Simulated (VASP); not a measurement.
Level of theory: r2SCAN+rVV10, VASP's PBE PAW potentials (set 64) (plane waves; VASP).

Input for VASP

**KPOINTS**
```
Automatic mesh
0
Gamma
17 17 9
0 0 0
```

INCAR:
```
# general
SYSTEM  =Be
PREC    =Accurate
ENCUT   =520
LREAL   =F   # projection in real space or not
LASPH   =T

# electronic loop
EDIFF   =1E-6   # SCF stop (eV)
NELM    =100
ALGO    =Normal
LMIXTAU =T

# smearing
ISMEAR  =1
SIGMA   =0.1   # width (eV)

# functional
METAGGA =R2SCAN
LUSE_VDW=T
BPARAM  =11.95
CPARAM  =0.0093

# ions
IBRION  =2   # conjugate gradients
NSW     =60
ISIF    =3
EDIFFG  =-0.01   # ionic stop

# output
LWAVE   =F
LCHARG  =F
```

**POSCAR**
```
Be
1
    1.1329309346    -1.9622937710     0.0000000000
    1.1329309346     1.9622937710     0.0000000000
   -0.0000000000    -0.0000000000     3.5616170335
Be
2
Direct
  0.3333330000   0.6666670000   0.2500000000
  0.6666670000   0.3333330000   0.7500000000
```

POTCAR, in this order: Be (PBE.64 set). Program: vasp_std.

The run wrote:

**OSZICAR**
```
       N       E                     dE             d eps       ncg     rms          rms(c)
DAV:   1    -0.367484771028E+01   -0.36748E+01   -0.19654E+03  1980   0.583E+02
DAV:   2    -0.892565126330E+01   -0.52508E+01   -0.51089E+01  3102   0.660E+01
DAV:   3    -0.895805275677E+01   -0.32401E-01   -0.31493E-01  2628   0.480E+00
DAV:   4    -0.895814406162E+01   -0.91305E-04   -0.91385E-04  2844   0.144E-01
DAV:   5    -0.895814411076E+01   -0.49136E-07   -0.49403E-07  2610   0.264E-03    0.130E+00
DAV:   6    -0.867622840691E+01    0.28192E+00   -0.95881E-02  2124   0.298E+00    0.761E-01
DAV:   7    -0.865528536169E+01    0.20943E-01   -0.15179E-02  2112   0.127E+00    0.130E-01
DAV:   8    -0.867683770313E+01   -0.21552E-01   -0.86115E-03  2304   0.912E-01    0.118E-02
DAV:   9    -0.867551921540E+01    0.13185E-02   -0.20844E-04  2502   0.158E-01    0.113E-02
DAV:  10    -0.867526525061E+01    0.25396E-03   -0.20848E-05  2376   0.482E-02    0.660E-03
DAV:  11    -0.867524286766E+01    0.22383E-04   -0.94798E-06  2532   0.237E-02    0.180E-03
DAV:  12    -0.867524436804E+01   -0.15004E-05   -0.29235E-06  2220   0.205E-02    0.183E-04
DAV:  13    -0.867524554849E+01   -0.11805E-05   -0.99182E-09  1272   0.109E-03    0.798E-05
DAV:  14    -0.867524492501E+01    0.62347E-06   -0.84370E-09  1140   0.684E-04
   1 F= -.86752449E+01 E0= -.86753488E+01  d E =-.867524E+01
```

File OUTCAR:
```
------------------------ aborting loop because EDIFF is reached ----------------------------------------
  FORCE on cell =-STRESS in cart. coord.  units (eV):
  Direction    XX          YY          ZZ          XY          YZ          ZX
  --------------------------------------------------------------------------------------
  Total        0.0141116      0.0141116     -0.0089179      0.0000000      0.0000000      0.0000000
  in kB        1.4277167      1.4277165     -0.9022510      0.0000000      0.0000000      0.0000000
  external PRESSURE =       0.6510607 kB  Pullay stress =       0.0000000 kB
  volume of cell :       15.84
      direct lattice vectors                 reciprocal lattice vectors
     1.132930935 -1.962293771  0.000000000     0.441333169 -0.254803846  0.000000000
     1.132930935  1.962293771  0.000000000     0.441333169  0.254803846  0.000000000
     0.000000000  0.000000000  3.561617034     0.000000000  0.000000000  0.280771344
 POSITION                                       TOTAL-FORCE (eV/Angst)
 -----------------------------------------------------------------------------------
      1.13293      0.65410      0.89040        -0.000000      0.000000      0.000000
      1.13293     -0.65410      2.67121         0.000000     -0.000000      0.000000
 -----------------------------------------------------------------------------------
    total drift:                                0.000000     -0.000003      0.000004
  FREE ENERGIE OF THE ION-ELECTRON SYSTEM (eV)
  ---------------------------------------------------
  free  energy   TOTEN  =        -8.6752449250 eV

  energy  without entropy=       -8.6755564406  energy(sigma->0) =       -8.67534876

 reached required accuracy - stopping structural energy minimisation
```
(Selected blocks of OUTCAR.)

The compound is Be in the hcp structure. It was relaxed first. The start is the result of an earlier pass.
